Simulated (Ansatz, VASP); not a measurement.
# Cross-check of Ru (Ru(101) slab (three-index Miller notation)) between VASP and Ansatz

One calculation is typed for both programs; each brings its own data sets. How far apart do they land? The cell is taken from a series of runs on this material, whose earlier steps may have relaxed, scaled, displaced or heated it; both programs get it as it stands.

Method: plane waves, with VASP 6.6.1 beside it; single point at PBE, in Ansatz 0.2.0.

## 1. The structure

The cell holds 28 atoms: 28 Ru. Cell: a = 5.068 Å, b = 5.430 Å, c = 27.708 Å, α = 90.0°, β = 90.0°, γ = 74.5°. It derives from Ru. Slab of Ru cut on (1 0 1), 12.7 A thick, 1 x 2 surface cells, both faces free; (so at first; earlier steps may have moved the atoms). Lattice constants are starting values near those of PBE. Vacuum lies along c.

## 2. VASP: single point, PBE

With cell and atoms fixed, the geometry can't cause a difference; cores, projectors, grids and the points listed under the comparison can.

Lines of VASP's logs that name or quote its potential files are left out, and so is its time.

INCAR reads:

```
SYSTEM = Ru
PREC = Accurate
ENCUT = 400
EDIFF = 1E-06
NELM = 120
ISMEAR = -1
SIGMA = 0.1
LREAL = .FALSE.
ALGO = Normal
GGA = PE
NBANDS = 228
LASPH = .TRUE.
LORBIT = 11
LWAVE = .FALSE.
LCHARG = .FALSE.
ISIF = 2
GGA_COMPAT = .FALSE.
KPAR = 4
```

POSCAR reads:

```
Ru
1.0
    5.0684900000      0.0000000000      0.0000000000
    1.4543200000      5.2316200000      0.0000000000
    0.0000000000      0.0000000000     27.7080700000
Ru
28
Direct
    0.9250300000      0.0187350000      0.2706800000
    0.4636650000      0.3840750000      0.2830800000
    0.1568600000      0.2107800000      0.3450500000
    0.6955000000      0.0761200000      0.3574500000
    0.3886900000      0.4028250000      0.4194300000
    0.9273300000      0.2681650000      0.4318200000
    0.6205200000      0.0948650000      0.4938000000
    0.1591600000      0.4602050000      0.5062000000
    0.8523500000      0.2869050000      0.5681800000
    0.3909900000      0.1522450000      0.5805700000
    0.0841800000      0.4789500000      0.6425500000
    0.6228200000      0.3442900000      0.6549500000
    0.3160150000      0.1709950000      0.7169200000
    0.8546500000      0.0363350000      0.7293200000
    0.9250300000      0.5187350000      0.2706800000
    0.4636650000      0.8840750000      0.2830800000
    0.1568600000      0.7107800000      0.3450500000
    0.6955000000      0.5761200000      0.3574500000
    0.3886900000      0.9028250000      0.4194300000
    0.9273300000      0.7681650000      0.4318200000
    0.6205200000      0.5948650000      0.4938000000
    0.1591600000      0.9602050000      0.5062000000
    0.8523500000      0.7869050000      0.5681800000
    0.3909900000      0.6522450000      0.5805700000
    0.0841800000      0.9789500000      0.6425500000
    0.6228200000      0.8442900000      0.6549500000
    0.3160150000      0.6709950000      0.7169200000
    0.8546500000      0.5363350000      0.7293200000
```

KPOINTS reads:

```
Automatic mesh
0
Gamma
5 5 1
0 0 0
```

Potentials, in the order of the species: Ru_pv (PBE family, release 64).

On the command line:

```
$ mpirun -np 4 vasp_std
```

Numbers of over 12 decimals in the logs are rounded to 6 here.

What it wrote:

```text
[banner, memory and clock lines left out]
running    4 mpi-ranks, on    1 nodes
 distrk:  each k-point on    1 cores,    4 groups
 distr:  one band on    1 cores,    1 groups

 POSCAR found type information on POSCAR Ru
 POSCAR found :  1 types and      28 ions
|                                                                             |
|               ----> ADVICE to this user running VASP <----                  |
|                                                                             |
|     You have a (more or less) 'large supercell' and for larger cells it     |
|     might be more efficient to use real-space projection operators.         |
|     Therefore, try LREAL= Auto in the INCAR file.                           |
|     Mind: For very accurate calculation, you might also keep the            |
|     reciprocal projection scheme (i.e. LREAL=.FALSE.).                      |
|                                                                             |

 LDA part: xc-table for (Slater+PW92), standard interpolation
 POSCAR, INCAR and KPOINTS ok, starting setup
 FFT: planning ... GRIDC
 FFT: planning ... GRID_SOFT
 FFT: planning ... GRID
 WAVECAR not read
 entering main loop
       N       E                     dE             d eps       ncg     rms          rms(c)
DAV:   1     0.407518914700E+04    0.40752E+04   -0.22251E+05  7424   0.143E+03
DAV:   2    -0.795686138943E+02   -0.41548E+04   -0.40252E+04  6216   0.480E+02
DAV:   3    -0.256730220483E+03   -0.17716E+03   -0.16853E+03  8744   0.868E+01
DAV:   4    -0.267465412923E+03   -0.10735E+02   -0.10392E+02  7816   0.153E+01
DAV:   5    -0.267908321516E+03   -0.44291E+00   -0.43655E+00  8112   0.285E+00    0.612E+01
DAV:   6    -0.275924831656E+03   -0.80165E+01   -0.10198E+02  7440   0.373E+01    0.461E+01
DAV:   7    -0.479298429092E+03   -0.20337E+03   -0.91660E+02  8880   0.929E+01    0.123E+02
DAV:   8    -0.309405900655E+03    0.16989E+03   -0.22281E+02  7872   0.257E+01    0.692E+01
DAV:   9    -0.264316607905E+03    0.45089E+02   -0.15652E+02  7808   0.424E+01    0.397E+01
DAV:  10    -0.250116117672E+03    0.14200E+02   -0.84959E+01  8088   0.214E+01    0.151E+01
DAV:  11    -0.249389001345E+03    0.72712E+00   -0.15759E+01  8040   0.107E+01    0.107E+01
DAV:  12    -0.249128741586E+03    0.26026E+00   -0.16938E+00  7880   0.478E+00    0.920E+00
DAV:  13    -0.249093774574E+03    0.34967E-01   -0.33389E-01  7864   0.258E+00    0.776E+00
DAV:  14    -0.249051736454E+03    0.42038E-01   -0.96196E-02  7960   0.136E+00    0.691E+00
[...]
DAV:  27    -0.248939985658E+03   -0.51658E-04   -0.11229E-05  5632   0.585E-03    0.121E-02
DAV:  28    -0.248940062312E+03   -0.76655E-04   -0.88560E-06  5296   0.934E-03    0.158E-02
DAV:  29    -0.248940101320E+03   -0.39008E-04   -0.19777E-06  4512   0.692E-03    0.814E-03
DAV:  30    -0.248940137074E+03   -0.35754E-04   -0.24555E-06  4760   0.643E-03    0.191E-03
DAV:  31    -0.248940154438E+03   -0.17364E-04   -0.76247E-07  3992   0.182E-03    0.244E-03
DAV:  32    -0.248940162939E+03   -0.85003E-05   -0.26154E-07  3752   0.112E-03    0.158E-03
DAV:  33    -0.248940164505E+03   -0.15667E-05   -0.91875E-08  3488   0.690E-04    0.841E-04
DAV:  34    -0.248940164671E+03   -0.16564E-06   -0.36695E-08  3432   0.473E-04
   1 F= -.24894016E+03 E0= -.24842779E+03  d E =-.102475E+01
```

From OUTCAR (step 2):

```text
ion  position               nearest neighbor table
   1  0.925  0.019  0.271-  16 2.65   4 2.65   2 2.65  16 2.65  17 2.71   3 2.71  15 2.71  15 2.71

  LATTYP: Found a simple monoclinic cell.
 ALAT       =     5.0684900000
 B/A-ratio  =     5.4667307226
 C/A-ratio  =     1.0713248901
 COS(beta)  =    -0.2678305959

 Subroutine GETGRP returns: Found  2 space group operations
 (whereof  1 operations were pure point group operations)

The static configuration has the point symmetry C_1 .
 The point group associated with its full space group is S_2 .

 Found     13 irreducible k-points:

   k-points           NKPTS =     13   k-points in BZ     NKDIM =     13   number of bands    NBANDS=    228

   dimension x,y,z NGX =    36 NGY =   36 NGZ =  192
   dimension x,y,z NGXF=    72 NGYF=   72 NGZF=  384

   ENCUT  =  400.0 eV  29.40 Ry    5.42 a.u.   8.27  8.85 45.18*2*pi/ulx,y,z

   NELECT =     392.0000    total number of electrons

 k-points in reciprocal lattice and weights: Automatic mesh
   0.00000000  0.00000000  0.00000000       0.040
   0.20000000  0.00000000  0.00000000       0.080
   0.40000000  0.00000000  0.00000000       0.080
   0.00000000  0.20000000  0.00000000       0.080
   0.20000000  0.20000000  0.00000000       0.080
   0.40000000  0.20000000  0.00000000       0.080
  -0.40000000  0.20000000  0.00000000       0.080
  -0.20000000  0.20000000  0.00000000       0.080
   0.00000000  0.40000000  0.00000000       0.080
   0.20000000  0.40000000  0.00000000       0.080
   0.40000000  0.40000000  0.00000000       0.080
  -0.40000000  0.40000000  0.00000000       0.080
  -0.20000000  0.40000000  0.00000000       0.080

 average (electrostatic) potential at core
       1 -75.2971       2 -75.3908       3 -75.8142       4 -75.8718       5 -75.7725
       6 -75.7788       7 -75.7721       8 -75.7721       9 -75.7788      10 -75.7725
      11 -75.8718      12 -75.8142      13 -75.3908      14 -75.2971      15 -75.2971
      16 -75.3908      17 -75.8142      18 -75.8718      19 -75.7725      20 -75.7788
      21 -75.7721      22 -75.7721      23 -75.7788      24 -75.7725      25 -75.8718
      26 -75.8142      27 -75.3908      28 -75.2971

 E-fermi :   4.2954

 k-point     1 :       0.0000    0.0000    0.0000
  band No.  band energies     occupation
    ...
    190       3.9475      1.94017
    191       4.0620      1.82320
    192       4.1046      1.74146
    193       4.1703      1.55490
    194       4.2777      1.08832
    195       4.4351      0.39659
    196       4.4557      0.33492
    197       4.4964      0.23619
    198       4.5277      0.17845
    199       4.7232      0.02734
    ...

 k-point     2 :       0.2000    0.0000    0.0000
  band No.  band energies     occupation
    ...
    190       4.1817      1.51407
    191       4.2035      1.42941
    192       4.2548      1.20027
    193       4.3831      0.58726
    194       4.3946      0.54094
    195       4.4270      0.42294
    196       4.6163      0.07764
    197       4.6203      0.07473
    198       4.6787      0.04237
    199       4.8563      0.00730
    ...

 k-point     3 :       0.4000    0.0000    0.0000
  band No.  band energies     occupation
    ...
    191       4.2538      1.20490
    192       4.2637      1.15699
    193       4.3261      0.84729
    194       4.3721      0.63427
    195       4.3841      0.58329
    196       4.4786      0.27596
    197       4.5864      0.10330
    198       4.6410      0.06119
    199       4.6998      0.03443
    200       4.7060      0.03239
    ...

  Total      -11.6678613    -11.7563141     -8.7917027      0.1899107     -0.0204179      0.6863060
  in kB      -25.4437300    -25.6366162    -19.1717835      0.4141321     -0.0445247      1.4966055
  external PRESSURE =     -23.4173766 kB  Pullay stress =       0.0000000 kB

  energy-cutoff  :      400.00
  volume of cell :      734.72
      direct lattice vectors                 reciprocal lattice vectors
     5.068490000  0.000000000  0.000000000     0.197297420 -0.054846029  0.000000000
     1.454320000  5.231620000  0.000000000     0.000000000  0.191145381  0.000000000
     0.000000000  0.000000000 27.708070000     0.000000000  0.000000000  0.036090569

 POSITION                                       TOTAL-FORCE (eV/Angst)
 -----------------------------------------------------------------------------------
      4.71575      0.09801      7.50002        -0.141347      0.031119      0.929144
      2.90865      2.00933      7.84360         0.153153     -0.041626      0.267220
      1.10158      1.10272      9.56067        -0.162710      0.046262     -0.596898
      3.63584      0.39823      9.90425         0.141828     -0.039031     -0.909930
      2.55591      2.10743     11.62160        -0.018394      0.004165      0.070498
      5.09016      1.40294     11.96490        -0.006672      0.001047      0.025534
      3.28306      0.49630     13.68224        -0.001107     -0.002413     -0.093707
      1.47599      2.40762     14.02583         0.001107      0.002413      0.093707
      4.73738      1.50098     15.74317         0.006672     -0.001047     -0.025534
      2.20314      0.79649     16.08647         0.018394     -0.004165     -0.070498
      1.12321      2.50568     17.80382        -0.141828      0.039031      0.909930
      3.65746      1.80119     18.14740         0.162710     -0.046262      0.596898
      1.85040      0.89458     19.86447        -0.153153      0.041626     -0.267220
      4.38463      0.19009     20.20805         0.141347     -0.031119     -0.929144
      5.44291      2.71382      7.50002        -0.141347      0.031119      0.929144
      3.63581      4.62514      7.84360         0.153153     -0.041626      0.267220
      1.82874      3.71853      9.56067        -0.162710      0.046262     -0.596898
      4.36300      3.01404      9.90425         0.141828     -0.039031     -0.909930
      3.28307      4.72324     11.62160        -0.018394      0.004165      0.070498
      5.81732      4.01875     11.96490        -0.006672      0.001047      0.025534
      4.01022      3.11211     13.68224        -0.001107     -0.002413     -0.093707
      2.20315      5.02343     14.02583         0.001107      0.002413      0.093707
      5.46454      4.11679     15.74317         0.006672     -0.001047     -0.025534
      2.93030      3.41230     16.08647         0.018394     -0.004165     -0.070498
      1.85037      5.12149     17.80382        -0.141828      0.039031      0.909930
      4.38462      4.41700     18.14740         0.162710     -0.046262      0.596898
      2.57756      3.51039     19.86447        -0.153153      0.041626     -0.267220
      5.11179      2.80590     20.20805         0.141347     -0.031119     -0.929144
 -----------------------------------------------------------------------------------
    total drift:                                0.000003      0.000010     -0.000029

  FREE ENERGIE OF THE ION-ELECTRON SYSTEM (eV)
  ---------------------------------------------------
  free  energy   TOTEN  =      -248.9401646709 eV

  energy  without entropy=     -247.9154151858  energy(sigma->0) =     -248.42778993

 total charge
# of ion       s       p       d       tot
------------------------------------------
    1        0.373   6.182   5.953  12.508
    2        0.383   6.217   5.945  12.545
    3        0.401   6.304   5.937  12.642
    4        0.399   6.308   5.931  12.638
    5        0.403   6.311   5.946  12.660
    6        0.403   6.309   5.946  12.658
    7        0.403   6.312   5.942  12.657
    8        0.403   6.312   5.942  12.657
    9        0.403   6.309   5.946  12.658
   10        0.403   6.311   5.946  12.660
   11        0.399   6.308   5.931  12.638
   12        0.401   6.304   5.937  12.642
   13        0.383   6.217   5.945  12.545
   14        0.373   6.182   5.953  12.508
   15        0.373   6.182   5.953  12.508
   16        0.383   6.217   5.945  12.545
   17        0.401   6.304   5.937  12.642
   18        0.399   6.308   5.931  12.638
   19        0.403   6.311   5.946  12.660
   20        0.403   6.309   5.946  12.658
   21        0.403   6.312   5.942  12.657
   22        0.403   6.312   5.942  12.657
   23        0.403   6.309   5.946  12.658
   24        0.403   6.311   5.946  12.660
   25        0.399   6.308   5.931  12.638
   26        0.401   6.304   5.937  12.642
   27        0.383   6.217   5.945  12.545
   28        0.373   6.182   5.953  12.508
--------------------------------------------------
tot         11.062 175.771 166.398 353.231

[... 3 further parts left out ...]
```

(Part 1 of 2 ends here.)

[Lines on the potential files, build, host, timing and source positions are cut from VASP's logs without a mark.]

[Logs are printed without paths, hosts, clocks, repeated set-up lines and the standing remarks that a program may print on its own settings, such as how far it seeks lower states.]

[Hosts, paths, dates, database ids (printed as entryN), source tags and the programs' standing remarks are cut or masked in the printed files.]
